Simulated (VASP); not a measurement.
Given:

```xyz
2
Lattice="0.0000 2.7700 2.7700 2.7700 0.0000 2.7700 2.7700 2.7700 0.0000" Properties=species:S:1:pos:R:3 pbc="T T T"
Ba     0.0000     0.0000     0.0000
O      2.7700     2.7700     2.7700
```

Computed with G0W0 on PBE orbitals, VASP's PBE PAW potentials (set 64) (plane waves; VASP). Run with PREC = Normal, 500 eV cut-off, 6×6×6 Γ-centred mesh, Gaussian smearing of 0.010 eV, potentials Ba_sv_GW O_GW_new.

The mesh is coarse and the basis finite, so the quasiparticle values are not converged.

NBANDS = 128, ENCUTGW = 180 eV, NOMEGA = 64. The PBE levels (eV) that the step starts from are:

```csv
state,KS energy,filling
"k1 (0.00, 0.00, 0.00), band 5",-5.72,2
"k1 (0.00, 0.00, 0.00), band 6",4.17,2
"k1 (0.00, 0.00, 0.00), band 7",4.17,2
"k1 (0.00, 0.00, 0.00), band 8",4.17,2
"k1 (0.00, 0.00, 0.00), band 9",8.21,0
"k1 (0.00, 0.00, 0.00), band 10",9.36,0
"k1 (0.00, 0.00, 0.00), band 11",9.36,0
"k1 (0.00, 0.00, 0.00), band 12",9.36,0
"k7 (0.50, 0.17, 0.00), band 5",-5.96,2
"k7 (0.50, 0.17, 0.00), band 6",3.13,2
"k7 (0.50, 0.17, 0.00), band 7",3.46,2
"k7 (0.50, 0.17, 0.00), band 8",3.49,2
"k7 (0.50, 0.17, 0.00), band 9",9.09,0
"k7 (0.50, 0.17, 0.00), band 10",10.66,0
"k7 (0.50, 0.17, 0.00), band 11",12.13,0
"k7 (0.50, 0.17, 0.00), band 12",12.68,0
"k15 (-0.33, 0.33, 0.17), band 5",-5.81,2
"k15 (-0.33, 0.33, 0.17), band 6",3.19,2
"k15 (-0.33, 0.33, 0.17), band 7",4.05,2
"k15 (-0.33, 0.33, 0.17), band 8",4.07,2
"k15 (-0.33, 0.33, 0.17), band 9",9.31,0
"k15 (-0.33, 0.33, 0.17), band 10",9.52,0
"k15 (-0.33, 0.33, 0.17), band 11",12.01,0
"k15 (-0.33, 0.33, 0.17), band 12",12.86,0
```

**Question.** Give the quasiparticle energies and renormalisation factors Z.

**Answer.** 
| state | QP energy (eV) | Z |
|---|---|---|
| k1 (0.00, 0.00, 0.00), band 5 | -7.29 | 0.77 |
| k1 (0.00, 0.00, 0.00), band 6 | 3.52 | 0.72 |
| k1 (0.00, 0.00, 0.00), band 7 | 3.52 | 0.72 |
| k1 (0.00, 0.00, 0.00), band 8 | 3.52 | 0.72 |
| k1 (0.00, 0.00, 0.00), band 9 | 8.71 | 0.82 |
| k1 (0.00, 0.00, 0.00), band 10 | 10.10 | 0.81 |
| k1 (0.00, 0.00, 0.00), band 11 | 10.10 | 0.81 |
| k1 (0.00, 0.00, 0.00), band 12 | 10.10 | 0.81 |
| k7 (0.50, 0.17, 0.00), band 5 | -7.55 | 0.77 |
| k7 (0.50, 0.17, 0.00), band 6 | 2.32 | 0.72 |
| k7 (0.50, 0.17, 0.00), band 7 | 2.72 | 0.71 |
| k7 (0.50, 0.17, 0.00), band 8 | 2.74 | 0.71 |
| k7 (0.50, 0.17, 0.00), band 9 | 9.85 | 0.79 |
| k7 (0.50, 0.17, 0.00), band 10 | 11.55 | 0.78 |
| k7 (0.50, 0.17, 0.00), band 11 | 13.25 | 0.78 |
| k7 (0.50, 0.17, 0.00), band 12 | 13.74 | 0.78 |
| k15 (-0.33, 0.33, 0.17), band 5 | -7.39 | 0.78 |
| k15 (-0.33, 0.33, 0.17), band 6 | 2.41 | 0.71 |
| k15 (-0.33, 0.33, 0.17), band 7 | 3.33 | 0.72 |
| k15 (-0.33, 0.33, 0.17), band 8 | 3.36 | 0.72 |
| k15 (-0.33, 0.33, 0.17), band 9 | 10.07 | 0.79 |
| k15 (-0.33, 0.33, 0.17), band 10 | 10.28 | 0.80 |
| k15 (-0.33, 0.33, 0.17), band 11 | 13.02 | 0.79 |
| k15 (-0.33, 0.33, 0.17), band 12 | 14.42 | 0.78 |
On the mesh the gap opens from 2.04 to 3.16 eV.

The compound is BaO in the rock salt structure. The cell was not relaxed at this level.
